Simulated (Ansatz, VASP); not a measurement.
## Cross-check of GaSb between VASP and Ansatz

Wanted: the spread between two codes on one cell, functional and k mesh. The cell is taken from a series of runs on this material, whose earlier steps may have relaxed, scaled, displaced or heated it; both programs get it as it stands.

Main program and level: Ansatz 0.2.0; plane waves, with VASP 6.6.1 beside it; relaxation of cell and atoms at LDA.

### Step 1. The structure

It takes space group F-43m (No. 216, cubic). Conventional cell: a = 6.050 Å, b = 6.050 Å, c = 6.050 Å, α = 90.00°, β = 90.00°, γ = 90.00°. Nearest to Ga lie 4 Sb at 2.62 Å. Sb has 4 Ga at 2.62 Å nearest. Farther neighbours are not listed.

### Step 2. Ansatz: relaxation of cell and atoms, LDA

Ansatz runs on its default PAW (the set named soft_2) files.

The relaxed volume is the usual yardstick between codes: in a stiff, nearly cubic crystal its relative difference is about their pressure difference at one cell divided by the bulk modulus.

File input.yaml:

```yaml
crystal:
  lattice:
    - [0.0, 3.025115194, 3.025115194]
    - [3.025115194, 0.0, 3.025115194]
    - [3.025115194, 3.025115194, 0.0]
  atoms:
    - { symbol: Ga, position: [0.0, 0.0, 0.0] }
    - { symbol: Sb, position: [0.25, 0.25, 0.25] }
kpoints:
  mp_grid: { grid: [14, 14, 14] }
hamiltonian:
  xc: lda
scf:
  occupations: { method: methfessel_paxton, width: 0.2 }
output:
  forces: true
  stress: true
  eigenvalues: true
relax:
  adjacent_minimum: "off"
  f_tol: 0.001
  max_steps: 60
  cell: { stress_tol: 0.01 }
```

Run with:

```sh
$ ansatz run input.yaml --threads 4 --pin off --max-ram 8192MiB --backend cpu --events-out ev --progress --plain --runs-dir out
```

Numbers of over 12 decimals in the logs are rounded to 6 here.

What it wrote:

```text
Engine: ansatz 0.2.0, x86_64-unknown-linux-gnu
Pseudopotentials: kind: paw
Pseudopotential: Ga, paw, valence charge 13, recommended cutoff 420 eV (normal), Ga.paw.azcp
Pseudopotential: Sb, paw, valence charge 15, recommended cutoff 420 eV (normal), Sb.paw.azcp
Functional definition: SPW92
  exchange = slater_x
  correlation = pw_c
Crystal: 2 atoms, lattice volume = 55.368 Å³
Basis set: ecut = 420 eV, 1067 PW (Γ)
Bands: 18, of which v1, the nominal top of the filled ones, is band 14 counted from 1 (13 counted from 0)
Symmetry: 24 space group operations
Space group: F-43m (ITA 216), of the structure as read, at distance tolerance 3.8e-5 Å
k-points: 104 of 2744 (time reversal used)
Non-local potential: Ga, projectors of the file, l = 0: 2, l = 1: 2, l = 2: 3, l = 3: 1
Non-local potential: Sb, projectors of the file, l = 0: 2, l = 1: 2, l = 2: 2, l = 3: 2
PAW form: soft (Blöchl's): semilocal exchange-correlation on the pseudo side does not see the compensation charge
PAW frozen core: Ga, regenerated for the run's functional, and the local potential with it (the file was generated under x = pbe(κ = 0.804, μ = 0.219515), c = pbe(β = 0.066725))
PAW frozen core: Sb, regenerated for the run's functional, and the local potential with it (the file was generated under x = pbe(κ = 0.804, μ = 0.219515), c = pbe(β = 0.066725))
PAW one-centre angular grid: Ga, 590 points (default); XC on 64 Gauss nodes
PAW one-centre angular grid: Sb, 590 points (default); XC on 64 Gauss nodes
Initial density: superposition of atomic densities (neutral atoms: chi_scale 0, normalization atom), corrected by the library's trained network
Initial wavefunctions: pseudopotential atomic-orbital guess
Functional: x = slater, c = lda
SCF iter   1: F=—  HF=-10043.057282 eV  |F-HF|=—  |Δ(HF+E_count)|=         —  Δρ=5.91e-3  dr2=8.88e-3  ethr=1.77e-3  ⟨swp⟩=5.1  Hψ=9297  notcnv=0
preconditioner: auto → none  [insulator: Δε(μ)=0.292 eV  Ē_g=14.729 eV  σ=0.200 eV  W_gap=0.60  n_scr=14 (ndim 8)  ℏωp=21.2 eV  f_vac=0.084  D(μ)=0.03/eV (n_scr^D=0)  ε∞_Penn≈3.1]
SCF iter   2: F=—  HF=-10043.053656 eV  |F-HF|=—  |Δ(HF+E_count)|=   3.63e-3  S|Δr|=    0.00e0  Δρ=2.42e-3  dr2=1.15e-3  ethr=3.17e-5  ⟨swp⟩=2.7  Hψ=4208  notcnv=0
SCF iter   3: F=—  HF=-10043.053654 eV  |F-HF|=—  |Δ(HF+E_count)|=   1.99e-6  S|Δr|=    0.00e0  Δρ=6.04e-4  dr2=1.36e-4  ethr=4.12e-6  ⟨swp⟩=2.8  Hψ=2907  notcnv=0
SCF iter   4: F=—  HF=-10043.053637 eV  |F-HF|=—  |Δ(HF+E_count)|=   1.74e-5  S|Δr|=    0.00e0  Δρ=2.16e-4  dr2=1.61e-5  ethr=4.84e-7  ⟨swp⟩=2.0  Hψ=2809  notcnv=0
SCF iter   5: F=—  HF=-10043.053626 eV  |F-HF|=—  |Δ(HF+E_count)|=   1.11e-5  S|Δr|=    0.00e0  Δρ=2.52e-5  dr2=2.74e-7  ethr=5.76e-8  ⟨swp⟩=2.0  Hψ=2809  notcnv=0
SCF iter   6: F=-10043.053626 eV  HF=-10043.053626 eV  |F-HF|=1.33e-8  |Δ(HF+E_count)|=   6.81e-8  S|Δr|=    0.00e0  Δρ=6.03e-6  dr2=1.52e-8  ethr=3.57e-10  ⟨swp⟩=6.0  Hψ=8871  notcnv=0
SCF 1 converged in 6 iterations: F = -10043.053626 eV  dr2 = 1.52e-8
  greatest PAW one-centre occupation: 0.998 electrons in one spin orbital (limit 2), on the Sb atom at site 1 (counted from 0), in its partial waves of l = 2
relax step   1: F+E_penalty+E_count = -10043.05362552 eV  Δ(F+E_penalty+E_count) = +0.000e0 eV  max|allowed force component| = 1.480e-16 eV/Å  Δτ_max = 0.0000 Å  P = -0.041 GPa  Ω = 55.368 Å³  (6 SCF iters, dr2 threshold 1.00e-7 eV, accepted)
[...]
relax step   2: F+E_penalty+E_count = -10043.05364089 eV  Δ(F+E_penalty+E_count) = -1.536e-5 eV  max|allowed force component| = 5.551e-17 eV/Å  Δτ_max = 0.0000 Å  P = +0.012 GPa  Ω = 55.315 Å³  energy of the carried Pulay correction = +1.041e-5 eV  (5 SCF iters, dr2 threshold 4.30e-9 eV, accepted)
[...]
relax step   3: F+E_penalty+E_count = -10043.05363903 eV  Δ(F+E_penalty+E_count) = +1.851e-6 eV  max|allowed force component| = 3.701e-17 eV/Å  Δτ_max = 0.0000 Å  P = -0.000 GPa  Ω = 55.326 Å³  energy of the carried Pulay correction = +8.141e-6 eV  (5 SCF iters, dr2 threshold 3.34e-10 eV, accepted)
[...]
relax step   4: F+E_penalty+E_count = -10043.05363129 eV  Δ(F+E_penalty+E_count) = +7.746e-6 eV  max|allowed force component| = 6.476e-17 eV/Å  Δτ_max = 0.0000 Å  P = +0.000 GPa  Ω = 55.326 Å³  stress off target by 3.69e-5 GPa  SCF on the basis re-selected at this cell (its energy is not comparable with the rows above)  (6 SCF iters)
basis re-selected at this cell: Δ(F+E_penalty+E_count) = +7.746e-6 eV, ΔP = +0.000 GPa vs the last step (what re-selecting the basis moved, of the pressure what is left beyond the Pulay correction that the steps carried, after the strain that the cell walked since its last selection, with what the two solves' SCF thresholds leave and, on support functions, any second-order correction that the steps lacked; it is no m [...]
SCF converged after 6 iterations
Stability not checked: this state was not tested for a lower state beside it, because cold or Methfessel-Paxton smearing, or corrected tetrahedra, fill the levels in a way that the test cannot read (fill_not_monotonic; see scf.lower_state_search)
Free energy (F): -10043.053631 eV
Harris-Foulkes:  -10043.053631 eV  (|F-HF|=1.82e-12)
Internal energy: -10043.053999 eV  (E = F + TS)
E sigma→0 (E₀):  -10043.053723 eV
Entropy (-TS):   0.000368 eV (0.184 meV/atom)
Fermi energy:    7.899103 eV
Step filling:    the computed levels leave a gap of 0.0660 eV = 0.3 smearing widths at the electron count; against every level under it full and every level over it empty, smearing changes F+E_penalty+E_count by +0.141 meV and its σ→0 estimate by +0.049 meV
--- Per-component energies (eV) ---
  E_band       = -260.071317
  E_kinetic    = 325.641102
  E_local      = -3877.221167  (includes V_loc(G=0)·N_el)
  E_nonlocal   = 793.228909
  E_hartree    = 1782.373379
  E_xc         = -207.032476
  E_vxc        = -156.395350  (∫ρ·V_xc dr)
  E_paw        = -6339.846814  (= ΣΔE_a)
  E_vpaw       = -910.071445  (= ΣTr[D̂ρ^β])
  E_aug_tail   = -0.000126  (compensation charges beyond the density's cutoff)
  E_ewald      = -2522.484109
  E_core_change = 2.287303  (= ΣΔE_core)
  E_smearing   = 0.000368  (= −TS)
  E_closure    = 0.000000  (closes the sum)
  Σ components = -10043.053631   (vs F -10043.053631, Δ=0.00e0)
--- Forces (eV/Å), atoms counted from 1 ---
  atom   1  Ga     0.00000000     0.00000000    -0.00000000
  atom   2  Sb    -0.00000000     0.00000000     0.00000000
  max |Σ_I F_I| component: 3.70e-17 eV/Å
--- Stress (GPa, compression-positive) ---
        0.000037      -0.000000       0.000000
        0.000000       0.000037       0.000000
        0.000000       0.000000       0.000037
  P = ⅓ Tr σ = 0.0000 GPa (0.000 kbar)
--- Band table (eV; the first three rows and the last of 104) ---
  k-point 0: bands = [... 10 lower, -3.9428, 7.8354, 7.8354, 7.8354, 7.9014, 10.6023, 10.6023, 10.6023]
  k-point 1: bands = [... 10 lower, -3.8881, 6.7094, 7.7373, 7.7373, 8.6827, 10.7354, 10.7354, 10.7870]
  k-point 2: bands = [... 10 lower, -3.7263, 5.4711, 7.5027, 7.5027, 8.8716, 11.0498, 11.0498, 11.4867]
  k-point 103: bands = [... 10 lower, -1.3326, 0.9735, 4.3579, 4.5738, 11.1927, 11.4687, 12.9549, 12.9836]
--- Relaxed structure (3 steps of the walk, 3 accepted, 1 SCFs on fresh bases) ---
  F+E_penalty+E_count = -10043.05363129 eV   max|allowed force component| = 6.476e-17 eV/Å   (the final SCF, on the basis selected at the relaxed cell)
  cell:  # Å, volume = 55.3261 Å³
    - [0, 3.024359, 3.024359]
    - [3.024359, 0, 3.024359]
    - [3.024359, 3.024359, 0]
  atoms:
    - { symbol: Ga, position: [0, 0, 0] }
    - { symbol: Sb, position: [0.25, 0.25, 0.25] }
```

The column dr2 measures how far the density is from self-consistency, as an energy; F and HF (Harris–Foulkes) agree once it is small.

### Step 3. VASP: relaxation of cell and atoms, LDA

The same cell, functional (in two slightly different forms), mesh and smearing now go to VASP, with its own data sets.

Lines of VASP's logs that name or quote its potential files are left out, and so is its time.

File INCAR:

```
SYSTEM = GaSb
PREC = Accurate
ENCUT = 500
EDIFF = 1E-07
NELM = 120
ISMEAR = 1
SIGMA = 0.2
LREAL = .FALSE.
ALGO = Normal
GGA = CA
NBANDS = 15
LORBIT = 11
LWAVE = .FALSE.
LCHARG = .FALSE.
ISIF = 3
IBRION = 2
NSW = 80
EDIFFG = -0.005
LASPH = .TRUE.
GGA_COMPAT = .FALSE.
NELMIN = 4
```

File POSCAR:

```
GaSb
1.0
    0.0000000000      3.0251150000      3.0251150000
    3.0251150000      0.0000000000      3.0251150000
    3.0251150000      3.0251150000      0.0000000000
Ga Sb
1 1
Direct
    0.0000000000      0.0000000000      0.0000000000
    0.2500000826      0.2500000826      0.2500000826
```

File KPOINTS:

```
Automatic mesh
0
Gamma
14 14 14
0 0 0
```

The projector-augmented-wave data sets are Ga_d and Sb (LDA family, release 64).

Run with:

```sh
$ mpirun -np 1 vasp_std
```

What it wrote:

```text
[banner, memory and clock lines left out]
running    1 mpi-ranks, on    1 nodes
 distrk:  each k-point on    1 cores,    1 groups
 distr:  one band on    1 cores,    1 groups

 POSCAR found type information on POSCAR GaSb
 POSCAR found :  2 types and       2 ions
 LDA part: xc-table for (Slater(with rela. corr.)+CA(PZ))
 , standard interpolation
 POSCAR, INCAR and KPOINTS ok, starting setup
 FFT: planning ... GRIDC
 FFT: planning ... GRID_SOFT
 FFT: planning ... GRID
 WAVECAR not read
 entering main loop
       N       E                     dE             d eps       ncg     rms          rms(c)
DAV:   1     0.807019200210E+02    0.80702E+02   -0.85374E+03  3191   0.145E+03
DAV:   2    -0.252043317615E+01   -0.83222E+02   -0.80366E+02  3652   0.301E+02
DAV:   3    -0.869109583702E+01   -0.61707E+01   -0.61466E+01  3757   0.681E+01
DAV:   4    -0.879995579810E+01   -0.10886E+00   -0.10884E+00  3859   0.101E+01
DAV:   5    -0.880260978525E+01   -0.26540E-02   -0.26539E-02  4089   0.138E+00    0.343E+00
DAV:   6    -0.871125025674E+01    0.91360E-01   -0.75814E-02  4571   0.449E+00    0.200E+00
DAV:   7    -0.867433133730E+01    0.36919E-01   -0.53466E-02  3589   0.186E+00    0.294E-01
DAV:   8    -0.867408888854E+01    0.24245E-03   -0.48044E-03  3918   0.858E-01    0.101E-01
DAV:   9    -0.867416646547E+01   -0.77577E-04   -0.34535E-04  3701   0.163E-01    0.404E-02
DAV:  10    -0.867415901844E+01    0.74470E-05   -0.17542E-05  4107   0.360E-02    0.141E-02
DAV:  11    -0.867416114402E+01   -0.21256E-05   -0.44128E-06  3646   0.196E-02    0.525E-03
DAV:  12    -0.867416111078E+01    0.33238E-07   -0.22794E-07  3830   0.352E-03
   1 F= -.86741611E+01 E0= -.86742841E+01  d E =-.867416E+01
 curvature:   0.00 expect dE= 0.000E+00 dE for cont linesearch  0.000E+00
 trial: gam= 0.00000 g(F)=  0.150E-40 g(S)=  0.197E-03 ort = 0.000E+00 (trialstep = 0.100E+01)
 search vector abs. value=  0.197E-03
 bond charge predicted
       N       E                     dE             d eps       ncg     rms          rms(c)
DAV:   1    -0.867649950962E+01   -0.23384E-02   -0.28794E-02  3925   0.284E+00    0.269E-01
DAV:   2    -0.867472888192E+01    0.17706E-02   -0.31737E-03  3869   0.106E+00    0.123E-01
DAV:   3    -0.867429009125E+01    0.43879E-03   -0.46407E-04  4002   0.350E-01    0.279E-02
DAV:   4    -0.867424314147E+01    0.46950E-04   -0.49834E-05  3827   0.937E-02    0.969E-03
DAV:   5    -0.867423857656E+01    0.45649E-05   -0.31815E-06  3701   0.214E-02    0.276E-03
DAV:   6    -0.867423846032E+01    0.11624E-06   -0.56048E-07  3631   0.126E-02    0.890E-04
DAV:   7    -0.867423846087E+01   -0.55388E-09   -0.29487E-08  1987   0.149E-03
   2 F= -.86742385E+01 E0= -.86743618E+01  d E =-.773501E-04
 trial-energy change:   -0.000077  1 .order   -0.000069   -0.000197    0.000060
 step:   0.7993(harm=  0.7664)  dis= 0.00000  next Energy=    -8.674244 (dE=-0.833E-04)
 bond charge predicted
       N       E                     dE             d eps       ncg     rms          rms(c)
DAV:   1    -0.867433612587E+01   -0.97666E-04   -0.11537E-03  3925   0.566E-01    0.541E-02
DAV:   2    -0.867426468738E+01    0.71438E-04   -0.12912E-04  3869   0.215E-01    0.246E-02
DAV:   3    -0.867424710884E+01    0.17579E-04   -0.18231E-05  3981   0.691E-02    0.567E-03
DAV:   4    -0.867424521309E+01    0.18957E-05   -0.19755E-06  3785   0.184E-02    0.195E-03
DAV:   5    -0.867424503003E+01    0.18306E-06   -0.11693E-07  2280   0.432E-03    0.453E-04
DAV:   6    -0.867424502728E+01    0.27508E-08   -0.26643E-08  1742   0.279E-03
   3 F= -.86742450E+01 E0= -.86743682E+01  d E =-.839165E-04
 curvature:  -0.38 expect dE=-0.328E-06 dE for cont linesearch -0.328E-06
 trial: gam= 0.00000 g(F)=  0.479E-42 g(S)=  0.872E-06 ort =-0.131E-04 (trialstep = 0.960E+00)
 search vector abs. value=  0.872E-06
 reached required accuracy - stopping structural energy minimisation
```

From OUTCAR (step 3):

```text
ion  position               nearest neighbor table
   1  0.000  0.000  0.000-   2 2.62   2 2.62   2 2.62   2 2.62
   2  0.250  0.250  0.250-   1 2.62   1 2.62   1 2.62   1 2.62

  LATTYP: Found a face centered cubic cell.
 ALAT       =     6.0502300000

 Subroutine GETGRP returns: Found 24 space group operations
 (whereof 24 operations were pure point group operations)

The static configuration has the point symmetry T_d .

 Found    104 irreducible k-points:

   k-points           NKPTS =    104   k-points in BZ     NKDIM =    104   number of bands    NBANDS=     15

   dimension x,y,z NGX =    32 NGY =   32 NGZ =   32
   dimension x,y,z NGXF=    64 NGYF=   64 NGZF=   64

   ENCUT  =  500.0 eV  36.75 Ry    6.06 a.u.   7.80  7.80  7.80*2*pi/ulx,y,z

   NELECT =      18.0000    total number of electrons

 k-points in reciprocal lattice and weights: Automatic mesh
   0.00000000  0.00000000  0.00000000       0.000
   0.07142857  0.00000000  0.00000000       0.003
   0.14285714  0.00000000  0.00000000       0.003
   0.21428571  0.00000000  0.00000000       0.003
   0.28571429  0.00000000  0.00000000       0.003
   0.35714286  0.00000000  0.00000000       0.003
   0.42857143  0.00000000  0.00000000       0.003
   0.50000000  0.00000000  0.00000000       0.001
   0.07142857  0.07142857  0.00000000       0.002
[...]
-0.28571429  0.42857143  0.21428571       0.009
  -0.28571429  0.50000000  0.21428571       0.004

 average (electrostatic) potential at core
       1 -66.6136       2 -88.3761

 E-fermi :   5.0623

 k-point     1 :       0.0000    0.0000    0.0000
  band No.  band energies     occupation
    ...
      6      -6.7354      2.00000
      7       4.9961      1.52772
      8       4.9961      1.52772
      9       4.9961      1.52766
     10       5.0895      0.77194
     11       7.7377     -0.00000
     12       7.7377     -0.00000
     13       7.7377     -0.00000
     14      10.6344      0.00000
     15      13.6115      0.00000

 k-point     2 :       0.0714    0.0000    0.0000
  band No.  band energies     occupation
    ...
      5     -10.1554      2.00000
      6      -6.6809      2.00000
      7       3.8836      2.00000
      8       4.8979      1.99085
      9       4.8979      1.99084
     10       5.8555     -0.00000
     11       7.8701     -0.00000
     12       7.8701     -0.00000
     13       7.9254     -0.00000
     14      10.9589      0.00000
    ...

 k-point     3 :       0.1429    0.0000    0.0000
  band No.  band energies     occupation
    ...
      5     -10.1556      2.00000
      6      -6.5195      2.00000
      7       2.6458      2.00000
      8       4.6633      2.01625
      9       4.6633      2.01625
     10       6.0396     -0.00000
     11       8.1823     -0.00000
     12       8.1823     -0.00000
     13       8.6300     -0.00000
     14      11.7013      0.00000
    ...

  Total       -0.0034713     -0.0034713     -0.0034713      0.0000000      0.0000000      0.0000000
  in kB       -0.1001480     -0.1001480     -0.1001480      0.0000000      0.0000000      0.0000000
  external PRESSURE =      -0.1001480 kB  Pullay stress =       0.0000000 kB

  energy-cutoff  :      500.00
  volume of cell :       55.53
      direct lattice vectors                 reciprocal lattice vectors
     0.000000000  3.028159867  3.028159867    -0.165116778  0.165116778  0.165116778
     3.028159867  0.000000000  3.028159867     0.165116778 -0.165116778  0.165116778
     3.028159867  3.028159867  0.000000000     0.165116778  0.165116778 -0.165116778

 POSITION                                       TOTAL-FORCE (eV/Angst)
 -----------------------------------------------------------------------------------
      0.00000      0.00000      0.00000         0.000000      0.000000     -0.000000
      1.51408      1.51408      1.51408        -0.000000     -0.000000      0.000000
 -----------------------------------------------------------------------------------
    total drift:                               -0.000055     -0.000055     -0.000055

  FREE ENERGIE OF THE ION-ELECTRON SYSTEM (eV)
  ---------------------------------------------------
  free  energy   TOTEN  =        -8.6742450273 eV

  energy  without entropy=       -8.6746146128  energy(sigma->0) =       -8.67436822

 reached required accuracy - stopping structural energy minimisation

 total charge
# of ion       s       p       d       tot
------------------------------------------
    1        0.921   0.796   9.966  11.682
    2        1.137   1.361   0.031   2.529
--------------------------------------------------
tot          2.057   2.157   9.997  14.211

[... 3 further parts left out ...]
```

The gap is under twice the smearing width, so the edge states are partly filled and the run can't tell a small gap from a semimetal. Methfessel-Paxton smearing is not meant for a cell with a gap.

### Step 4. Side by side

Known differences besides the potentials themselves: the two LDA forms differ slightly; the data sets hold 28 valence electrons in Ansatz (on its default PAW (the set named soft_2) files) and 18 in VASP; the cutoff is 420 eV in Ansatz and 500 eV in VASP; VASP's log shows a relativistic correction to its local exchange, Ansatz's none; Ansatz adds a Pulay correction to the stress that steers its cell, VASP none. Total energies have different zeros and are not compared.

Both answers:

```csv
quantity,Ansatz,VASP,difference
volume (Å³),55.33,55.53,-0.38 %
"edge a after relaxation, in the typed setting (Å)",4.277,4.282,-0.13 %
```

### Step 5. What came out

| Quantity | Value |
| --- | --- |
| difference in volume (relaxation of cell and atoms, LDA) | -0.38 % |

The difference in volume is -0.38 % (relaxation of cell and atoms, LDA), within the 1.2 % picked in this series as the mark of a large difference, as far as the stopping tolerances let one tell. The data sets hold unlike numbers of valence electrons (28 in Ansatz and 18 in VASP), so part of the differences comes from the potentials. 1 further run of this series is not shown here. How closely two codes agree says nothing of how well the functional describes the real material.

[Lines on the potential files, build, host, timing and source positions are cut from VASP's logs without a mark.]

[Logs are printed without paths, hosts, clocks, repeated set-up lines and the standing remarks that a program may print on its own settings, such as how far it seeks lower states.]

[Hosts, paths, dates, database ids (printed as entryN), source tags and the programs' standing remarks are cut or masked in the printed files.]
